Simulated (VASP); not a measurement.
# SbPd4 (Im-3m) in VASP: notebook

Runs on SbPd4. Level: PBE. Tasks: single point, relaxation of cell and atoms.

Everything below comes from runs of VASP 6.6.1. Logs are shortened: lines on timing, memory, paths and dates and some standing lists are left out, and cuts for length are marked.

## (1) The cell of the first run

The structure is cubic, space group Im-3m (No. 229). Conventional cell: a = 5.929 Å, b = 5.929 Å, c = 5.929 Å, α = 90.00°, β = 90.00°, γ = 90.00°. Sb (site symmetry m-3m) has 8 Pd at 2.57 Å as nearest neighbours. Around Pd (site symmetry -3m) lie 2 Sb at 2.57 Å.

The cell was built by a generator and needn't be a form met in nature.

## (2) Single point, PBE (species swapped into the Hg4Pt type (Im-3m, No. 229))

Input file INCAR:

```
PREC     = Accurate       # precision mode
ENCUT    = 520            # plane-wave cutoff, eV
EDIFF    = 1E-6           # SCF threshold, eV
ISMEAR   = 0              # smearing method
SIGMA    = 0.1            # smearing width, eV
LREAL    = False          # projectors in reciprocal space
LASPH    = True           # aspherical terms in the spheres
NELM     = 100            # most SCF steps
ALGO     = Fast           # electronic algorithm
ISIF     = 2              # what is computed and relaxed
LWAVE    = False          # write WAVECAR
LCHARG   = False          # write CHGCAR
GGA      = PE             # functional
NBANDS   = 30             # bands
```

Input file KPOINTS:

```
Automatic mesh
0
Gamma
  10 10 10
```

Input file POSCAR:

```
SbPd4
1.0
   -2.9645221418      2.9645221418      2.9645221418
    2.9645221418     -2.9645221418      2.9645221418
    2.9645221418      2.9645221418     -2.9645221418
Sb Pd
1 4
Direct
    0.0000000000      0.0000000000      0.0000000000
    0.5000000000      0.5000000000      0.5000000000
    0.5000000000      0.0000000000      0.0000000000
    0.0000000000      0.0000000000      0.5000000000
    0.0000000000      0.5000000000      0.0000000000
```

Potentials or basis: VASP PAW PBE potentials, release 64 (Sb, Pd).

On the command line:

```console
> cat potpaw_PBE.64/Sb/POTCAR potpaw_PBE.64/Pd/POTCAR > POTCAR
> mpirun -np 1 vasp_std > vasp.out
```

OUTCAR:

```text
PREC = Accurate
   ENCUT = 520
   EDIFF = 1E-6
   ISMEAR = 0
   LREAL = False
   LASPH = True
   NELM = 100
   ISIF = 2
   GGA = PE

 ion  position               nearest neighbor table
   1  0.000  0.000  0.000-   2 2.57   3 2.57   4 2.57   5 2.57   4 2.57   5 2.57   3 2.57   2 2.57

   2  0.500  0.500  0.500-   1 2.57   1 2.57   4 2.96   5 2.96   3 2.96   5 2.96   4 2.96   3 2.96

   3  0.500  0.000  0.000-   1 2.57   1 2.57   4 2.96   5 2.96   2 2.96   2 2.96   4 2.96   5 2.96

   4  0.000  0.000  0.500-   1 2.57   1 2.57   3 2.96   5 2.96   2 2.96   5 2.96   3 2.96   2 2.96

   5  0.000  0.500  0.000-   1 2.57   1 2.57   3 2.96   4 2.96   2 2.96   4 2.96   2 2.96   3 2.96

  LATTYP: Found a body centered cubic cell.
 ALAT       =     5.9290442836

  Lattice vectors:

 A1 = (  -2.9645221418,   2.9645221418,   2.9645221418)
 A2 = (   2.9645221418,  -2.9645221418,   2.9645221418)
 A3 = (   2.9645221418,   2.9645221418,  -2.9645221418)

Analysis of symmetry for initial positions (statically):
=====================================================================
 Subroutine PRICEL returns:
 Original cell was already a primitive cell.

 Routine SETGRP: Setting up the symmetry group for a
 body centered cubic supercell.

 Subroutine GETGRP returns: Found 48 space group operations
 (whereof 48 operations were pure point group operations)
 out of a pool of 48 trial point group operations.

The static configuration has the point symmetry O_h .

Analysis of symmetry for dynamics (positions and initial velocities):
=====================================================================
 Subroutine PRICEL returns:
 Original cell was already a primitive cell.

 Routine SETGRP: Setting up the symmetry group for a
 body centered cubic supercell.

 Subroutine GETGRP returns: Found 48 space group operations
 (whereof 48 operations were pure point group operations)
 out of a pool of 48 trial point group operations.

The dynamic configuration has the point symmetry O_h .

 Subroutine INISYM returns: Found 48 space group operations
 (whereof 48 operations are pure point group operations),
 and found     1 'primitive' translations

----------------------------------------------------------------------------------------

                                     Primitive cell

  volume of cell :     104.2135

  direct lattice vectors                    reciprocal lattice vectors
    -2.964522142  2.964522142  2.964522142     0.000000000  0.168661247  0.168661247
     2.964522142 -2.964522142  2.964522142     0.168661247  0.000000000  0.168661247
     2.964522142  2.964522142 -2.964522142     0.168661247  0.168661247  0.000000000

  length of vectors
     5.134702970  5.134702970  5.134702970     0.238523022  0.238523022  0.238523022

  position of ions in fractional coordinates (direct lattice)
     0.000000000  0.000000000  0.000000000
     0.500000000  0.500000000  0.500000000
     0.500000000  0.000000000  0.000000000
     0.000000000  0.000000000  0.500000000
     0.000000000  0.500000000  0.000000000

  ion indices of the primitive-cell ions
   primitive index   ion index
                 1           1
                 2           2
                 3           3
                 4           4
                 5           5

----------------------------------------------------------------------------------------

 KPOINTS: Automatic mesh

Automatic generation of k-mesh.
 Grid dimensions read from file:
 generate k-points for:   10   10   10

 Generating k-lattice:

  Cartesian coordinates                     Fractional coordinates (reciprocal lattice)
     0.000000000  0.016866125  0.016866125     0.100000000  0.000000000  0.000000000
     0.016866125  0.000000000  0.016866125     0.000000000  0.100000000  0.000000000
     0.016866125  0.016866125  0.000000000     0.000000000  0.000000000  0.100000000

  Length of vectors
     0.023852302  0.023852302  0.023852302

  Shift w.r.t. Gamma in fractional coordinates (k-lattice)
     0.000000000  0.000000000  0.000000000

 Subroutine IBZKPT returns following result:
 ===========================================

 Found     47 irreducible k-points:

 Following reciprocal coordinates:
            Coordinates               Weight
  0.000000  0.000000  0.000000      1.000000
  0.100000  0.000000  0.000000     12.000000
  0.200000  0.000000  0.000000     12.000000
  0.300000  0.000000  0.000000     12.000000
  0.400000  0.000000  0.000000     12.000000
  0.500000  0.000000  0.000000      6.000000
[... 16 lines left out ...]
  0.300000  0.300000  0.100000      8.000000
 -0.300000  0.300000  0.100000     24.000000
 [... further k-points ...]
   k-points           NKPTS =     47   k-points in BZ     NKDIM =     47   number of bands    NBANDS=     30
   number of dos      NEDOS =    301   number of ions     NIONS =      5
   total plane-waves  NPLWV =  64000
   dimension x,y,z NGX =    40 NGY =   40 NGZ =   40
   dimension x,y,z NGXF=    80 NGYF=   80 NGZF=   80
   ions per type =               1   4
   NGX,Y,Z   is equivalent  to a cutoff of  12.95, 12.95, 12.95 a.u.
   NGXF,Y,Z  is equivalent  to a cutoff of  25.90, 25.90, 25.90 a.u.
 SYSTEM =  unknown system
   PREC   = accura    normal or accurate (medium, high low for compatibility)
   ISTART =      0    job   : 0-new  1-cont  2-samecut
   ICHARG =      2    charge: 1-file 2-atom 10-const
   ISPIN  =      1    spin polarized calculation?
   LNONCOLLINEAR =      F non collinear calculations
   LSORBIT =      F    spin-orbit coupling
   LASPH  =      T    aspherical Exc in radial PAW
   ENCUT  =  520.0 eV  38.22 Ry    6.18 a.u.   9.55  9.55  9.55*2*pi/ulx,y,z
   NELM   =    100;   NELMIN=  2; NELMDL= -5     # of ELM steps
   EDIFF  = 0.1E-05   stopping-criterion for ELM
   LREAL  =      F    real-space projection
   EDIFFG = 0.1E-04   stopping-criterion for IOM
   NSW    =      0    number of steps for IOM
   IBRION =     -1    ionic relax: 0-MD 1-quasi-New 2-CG
   NFREE  =      0    steps in history (QN), initial steepest desc. (CG)
   ISIF   =      2    stress and relaxation
   ISYM   =      2    0-nonsym 1-usesym 2-fastsym
   POTIM  = 0.5000    time-step for ionic-motion
   TEBEG  =    0.0;   TEEND  =   0.0 temperature during run
   PSTRESS=    0.0 pullay stress
   NELECT =      45.0000    total number of electrons
   NUPDOWN=      -1.0000    fix difference up-down
   EMIN   =  10.00;   EMAX   =-10.00  energy-range for DOS
   EFERMI =   0.00;   METHOD = LEGACY
   ISMEAR =     0;   SIGMA  =   0.10  broadening in eV -4-tet -1-fermi 0-gaus
   EFERMI_NEDOS =   21; number of points for ismear=-14 and -15
   IALGO  =     68    algorithm
   IMIX   =      4    mixing-type and parameters
     AMIX     =   0.40;   BMIX     =  1.00
     AMIX_MAG =   1.60;   BMIX_MAG =  1.00
  volume/ion in A,a.u.               =      20.84       140.65
  Fermi-wavevector in a.u.,A,eV,Ry     =   1.237383  2.338316 20.832123  1.531118
  Thomas-Fermi vector in A             =   2.371953
   LORBIT       =      0    0 simple, 1 ext, 2 COOP (PROOUT), +10 PAW based schemes
   GGA     = PE    functional components
   LHFCALC =     F    Hartree Fock is set to
   AEXX    =    0.0000 exact exchange contribution
   IVDW    =     0    specifies the selected vdW correction
   LEPSILON=     F    determine dielectric tensor
   LRPA    =     F    only Hartree local field effects (RPA)
 non-spin polarized calculation
 RMM-DIIS sequential band-by-band and
 Gauss-broadening in eV      SIGMA  =   0.10
  energy-cutoff  :      520.00
  volume of cell :      104.21
 maximum number of plane-waves:      2838
 NGX is ok and might be reduce to    40
   NGX = 19   NGY = 19   NGZ = 19

 number of electron      45.0000015 magnetization

 Free energy of the ion-electron system (eV)
  ---------------------------------------------------
  ext. energy  EPLUGINS =         0.00000000
  ---------------------------------------------------
  free energy    TOTEN  =       -24.45357796 eV

  energy without entropy =      -24.42882267  energy(sigma->0) =      -24.44120031

 E-fermi :   6.4844     XC(G=0): -10.9228

 val. band max:        6.4841418778   @ k =   0.3000   0.1000   0.1000
 cond. band min:       6.4933022565   @ k =   0.4000   0.1000   0.1000
 fundamental gap:      0.0091603787
 Fermi energy:         6.4843766360

 k-point     1 :       0.0000    0.0000    0.0000
  band No.  band energies     occupation
      1      -4.7887      2.00000
      2       2.6850      2.00000
      3       2.6850      2.00000
      4       2.7312      2.00000
      5       3.3892      2.00000
      6       3.3892      2.00000
[... 22 lines left out ...]
     29      12.5090      0.00000
     30      12.5090      0.00000

 k-point     2 :       0.1000    0.0000    0.0000
  band No.  band energies     occupation
      1      -4.7278      2.00000
      2       2.6773      2.00000
      3       2.6871      2.00000
      4       2.7936      2.00000
      5       3.1488      2.00000
      6       3.1875      2.00000
[... 22 lines left out ...]
     29      12.6055      0.00000
     30      13.0202      0.00000

 k-point     3 :       0.2000    0.0000    0.0000
  band No.  band energies     occupation
      1      -4.5576      2.00000
      2       2.3016      2.00000
      3       2.6542      2.00000
      4       2.6918      2.00000
      5       2.8994      2.00000
      6       3.0080      2.00000
[... 22 lines left out ...]
     29      12.9354      0.00000
     30      13.6659      0.00000

 k-point     4 :       0.3000    0.0000    0.0000
  band No.  band energies     occupation
      1      -4.3201      2.00000
      2       1.5653      2.00000
      3       2.2199      2.00000
      4       2.6206      2.00000
      5       3.0067      2.00000
      6       3.2938      2.00000
[... 616 lines left out ...]
     29      12.7492      0.00000
     30      14.2788      0.00000

 k-point    23 :       0.3000    0.3000    0.1000
  band No.  band energies     occupation
      1      -3.9556      2.00000
      2       1.3724      2.00000
      3       1.3724      2.00000
      4       2.2137      2.00000
      5       3.7281      2.00000
      6       3.7281      2.00000
[... 22 lines left out ...]
     29      13.8796      0.00000
     30      13.8796      0.00000

 k-point    24 :      -0.3000    0.3000    0.1000
  band No.  band energies     occupation
      1      -4.2563      2.00000
      2       1.5260      2.00000
      3       2.0194      2.00000
      4       2.4776      2.00000
      5       2.9918      2.00000
      6       3.3146      2.00000
[... 22 lines left out ...]
     29      13.3665      0.00000
     30      13.5690      0.00000

 [... further k-points ...]

------------------------ aborting loop because EDIFF is reached ----------------------------------------

  FORCE on cell =-STRESS in cart. coord.  units (eV):
  Direction    XX          YY          ZZ          XY          YZ          ZX
  --------------------------------------------------------------------------------------
  -------------------------------------------------------------------------------------
  Total       -0.0961022     -0.0961022     -0.0961022     -0.0000000      0.0000000      0.0000000
  in kB       -1.4774735     -1.4774735     -1.4774735     -0.0000000      0.0000000      0.0000000
  external PRESSURE =      -1.4774735 kB  Pullay stress =       0.0000000 kB

 VOLUME and BASIS-vectors are now :
 -----------------------------------------------------------------------------
  energy-cutoff  :      520.00
  volume of cell :      104.21
      direct lattice vectors                 reciprocal lattice vectors
    -2.964522142  2.964522142  2.964522142     0.000000000  0.168661247  0.168661247
     2.964522142 -2.964522142  2.964522142     0.168661247  0.000000000  0.168661247
     2.964522142  2.964522142 -2.964522142     0.168661247  0.168661247  0.000000000

 POSITION                                       TOTAL-FORCE (eV/Angst)
 -----------------------------------------------------------------------------------
      0.00000      0.00000      0.00000        -0.000000      0.000000      0.000000
      1.48226      1.48226      1.48226        -0.000000     -0.000000     -0.000000
     -1.48226      1.48226      1.48226         0.000000      0.000000      0.000000
      1.48226      1.48226     -1.48226         0.000000     -0.000000     -0.000000
      1.48226     -1.48226      1.48226         0.000000     -0.000000     -0.000000
 -----------------------------------------------------------------------------------
    total drift:                                0.000000     -0.000000      0.000000

  FREE ENERGIE OF THE ION-ELECTRON SYSTEM (eV)
  ---------------------------------------------------
  free  energy   TOTEN  =       -24.4535779602 eV

  energy  without entropy=      -24.4288226671  energy(sigma->0) =      -24.44120031
```

It took 88 s on 1 thread of AMD EPYC 9R45 (Zen 5), shared host; peak memory 0.28 GiB.

Results:

```
Free energy            : -24.4536 eV
Pressure               : -0.1 GPa
Band gap on the k mesh : none (metal or under the smearing width)
```

Spin-orbit coupling is left out, which matters for the levels of Sb.

## (3) Relaxation of cell and atoms, PBE (species swapped into the Hg4Pt type (Im-3m, No. 229))

Input file INCAR:

```
SYSTEM = SbPd4
PREC = Accurate ; ENCUT = 600
EDIFF = 1E-7 ; ISMEAR = 0
SIGMA = 0.1 ; LREAL = .False.
LASPH = .True. ; NELM = 80
ALGO = Fast ; ISIF = 3
LWAVE = .False. ; LCHARG = .False.
GGA = PE ; IBRION = 2
NSW = 100 ; EDIFFG = -0.01
```

Input file KPOINTS:

```
regular mesh
0
Gamma
  10 10 10
  0 0 0
```

POSCAR, as its differences from that of step 2:

```diff
@@ -2,5 +2,5 @@
 1.0
-   -2.9645221418      2.9645221418      2.9645221418
-    2.9645221418     -2.9645221418      2.9645221418
-    2.9645221418      2.9645221418     -2.9645221418
+   -2.9599755397      2.9599755397      2.9599755397
+    2.9599755397     -2.9599755397      2.9599755397
+    2.9599755397      2.9599755397     -2.9599755397
 Sb Pd
```

Potentials or basis: VASP PAW PBE potentials, release 64 (Sb, Pd).

On the command line:

```console
> cat potpaw_PBE.64/Sb/POTCAR potpaw_PBE.64/Pd/POTCAR > POTCAR
> mpirun -np 1 vasp_std > vasp.out
```

Run time: 4.2 min. Hardware: 1 thread of AMD EPYC 9R45 (Zen 5), shared host; peak memory 0.33 GiB.

The run converged. Its results:

| Property | Result |
| --- | --- |
| Free energy | -24.4533 eV |
| Relaxed volume | 20.80 Å³/atom |
| Relaxed cell | a = 5.131 Å, b = 5.131 Å, c = 5.131 Å, α = 109.47°, β = 109.47°, γ = 109.47° |
| Space group after relaxing (to 0.05 Å) | Im-3m (No. 229) |
| Energy gained by relaxing | 0.0 meV/atom |
| Ionic steps | 3 |
| Pressure after relaxing | 0.0 GPa |
| Band gap on the k mesh | none (metal or under the smearing width) |

The path:
| step | energy change (eV) | largest force (eV/Å) | pressure (GPa) | volume (Å³) |
| --- | --- | --- | --- | --- |
| 1 | 0.0000 | 0.0000 | 0.31 | 103.73 |
| 2 | 0.0001 | 0.0000 | -0.31 | 104.34 |
| 3 | -0.0002 | 0.0000 | 0.02 | 103.99 |

Final structure:
```
Sb Pd
1.0
    -2.96239    2.96239    2.96239
     2.96239   -2.96239    2.96239
     2.96239    2.96239   -2.96239
Sb Pd
1 4
Direct
  0.00000 0.00000 0.00000
  0.50000 0.50000 0.50000
  0.50000 0.00000 0.00000
  0.00000 0.00000 0.50000
  0.00000 0.50000 0.00000
```

Levels at points of the mesh, in eV from the Fermi level:
```csv
k point,band 18,band 19,band 20,band 21,band 22,band 23,band 24,band 25,band 26,band 27
"(0.00, 0.00, 0.00)",-1.40,-0.78,-0.78,-0.78,-0.14,-0.14,-0.14,3.33,4.24,4.24
"(0.50, 0.00, 0.00)",-1.40,-1.33,-1.03,-1.01,-0.95,0.22,1.24,1.45,3.03,5.64
"(0.50, 0.50, 0.50)",-0.68,-0.68,-0.05,-0.05,0.43,0.43,1.45,1.45,1.45,6.49
```

## (4) Single point, PBE (species swapped into the Hg4Pt type (Im-3m, No. 229))

Input file INCAR:

```
  ALGO = Normal
  EDIFF = 1E-6
  ENCUT = 520
  GGA = PE
  ISIF = 2
  ISMEAR = 0
  LASPH = T
  LCHARG = F
  LREAL = F
  LWAVE = F
  NBANDS = 30
  NELM = 100
  PREC = Accurate
  SIGMA = 0.1
```

Input file KPOINTS:

```
k-points
0
Gamma
  4 4 4
```

POSCAR, as its differences from that of step 3:

```diff
@@ -2,5 +2,5 @@
 1.0
-   -2.9599755397      2.9599755397      2.9599755397
-    2.9599755397     -2.9599755397      2.9599755397
-    2.9599755397      2.9599755397     -2.9599755397
+   -2.7724115700      2.7724115700      2.7724115700
+    2.7724115700     -2.7724115700      2.7724115700
+    2.7724115700      2.7724115700     -2.7724115700
 Sb Pd
```

On the command line:

```console
> cat potpaw_PBE.64/Sb/POTCAR potpaw_PBE.64/Pd/POTCAR > POTCAR
> mpirun -np 1 vasp_std > vasp.out
```

It took 13 s on 1 thread of AMD EPYC 9R45 (Zen 5), shared host; peak memory 0.18 GiB.

It converged, with:

* Free energy: -22.9069 eV
* Pressure: 32.3 GPa
* Band gap on the k mesh: none (metal or under the smearing width)

Levels at points of the mesh, in eV from the Fermi level:
| k point | band 19 | band 20 | band 21 | band 22 | band 23 | band 24 | band 25 | band 26 |
| --- | --- | --- | --- | --- | --- | --- | --- | --- |
| (0.00, 0.00, 0.00) | -0.89 | -0.89 | -0.89 | 0.00 | 0.00 | 0.00 | 4.37 | 4.37 |
| (0.50, 0.00, 0.00) | -1.65 | -1.27 | -1.23 | -1.15 | 0.46 | 1.82 | 1.88 | 3.74 |
| (0.50, 0.50, 0.50) | -0.72 | -0.13 | -0.13 | 0.13 | 0.13 | 2.08 | 2.08 | 2.08 |

Caveat: the k mesh is coarse (spacing up to 0.40 Å⁻¹), so the values aren't converged; a pressure of tens of GPa on the cell as given is suspect, and the run, the potentials or the cell itself is likely at fault. Spin-orbit coupling is left out, which matters for the levels of Sb.

## (5) The runs side by side

| task | cell | k mesh | cutoff (eV) | mesh quality | gap on the mesh (eV) | pressure (GPa) |
| --- | --- | --- | --- | --- | --- | --- |
| single point | species swapped into the Hg4Pt type (Im-3m, No. 229) | 10 × 10 × 10 | 520 | not flagged | none | -0.1 |
| relaxation of cell and atoms | relaxed from: species swapped into the Hg4Pt type (Im-3m, No. 229) | 10 × 10 × 10 | 600 | not flagged | none | 0.0 |
| single point | species swapped into the Hg4Pt type (Im-3m, No. 229) | 4 × 4 × 4 | 520 | coarse | none | 32.3 |

Alike in all rows: level PBE; potentials or basis VASP PAW PBE potentials, release 64 (Sb, Pd); no spin polarisation; smearing gaussian 0.1 eV.

Caveats: some runs use coarse meshes; a pressure of tens of GPa on the cell as given is suspect, and the run, the potentials or the cell itself is likely at fault (some runs).

Total energies depend on the potentials used, so only differences within one code and one set of settings carry meaning.
